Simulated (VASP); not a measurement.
A VASP calculation is set up with these files.

### INCAR
```
SYSTEM = P
PREC = Accurate
ENCUT = 520
EDIFF = 1E-6
NELM = 100
ALGO = Normal
LREAL = .FALSE.
LASPH = .TRUE.
ISMEAR = 0
SIGMA = 0.05
GGA = RP
LWAVE = .FALSE.
LCHARG = .FALSE.
IBRION = 2
ISIF = 3
NSW = 60
EDIFFG = -0.02
```

POSCAR:
```
P
1
    1.6656765127    -6.4324296929     0.0000000000
    1.6656765127     6.4324296929    -0.0000000000
    0.0000000000     0.0000000000     4.6828881842
P
4
Direct
  0.0815210890   0.9184789110   0.9089563940
  0.4184789110   0.5815210890   0.4089563940
  0.5815210890   0.4184789110   0.5910436060
  0.9184789110   0.0815210890   0.0910436060
```

File KPOINTS:
```
Automatic mesh
0
Gamma
6 6 4
0 0 0
```

POTCAR, in this order: P (PBE.64 set). Program: vasp_std.

Write an equivalent input for Ansatz.

One equivalent input (not run):
Ansatz 0.2 input:
```yaml
crystal:
  lattice:
    - [1.6656765, -6.4324297, 0.0000000]
    - [1.6656765, 6.4324297, 0.0000000]
    - [0.0000000, 0.0000000, 4.6828882]
  atoms:
    - { symbol: P, position: [0.0815211, 0.9184789, 0.9089564] }
    - { symbol: P, position: [0.4184789, 0.5815211, 0.4089564] }
    - { symbol: P, position: [0.5815211, 0.4184789, 0.5910436] }
    - { symbol: P, position: [0.9184789, 0.0815211, 0.0910436] }
kpoints:
  mp_grid: { grid: [6, 6, 4] }
hamiltonian:
  xc: rpbe
  pseudopotentials: { kind: paw }
scf:
  occupations: { method: gaussian, width: 0.05 }
  max_iter: 100
relax:
  max_steps: 60
  f_tol: 0.02
  cell: {}
output: { forces: true, stress: true, eigenvalues: true }
```
What does not carry over: each code has its own PAW files, so the cut-off isn't converted (ENCUT is set for VASP's; basis.ecutwfc is left out, and Ansatz then takes the one that its files recommend); Ansatz stops its SCF on the density residual and VASP on the energy change (EDIFF).

The compound is P in the black structure. This run relaxes it. Symmetry was kept, so distortions that lower it aren't found. The start is the result of an earlier pass.
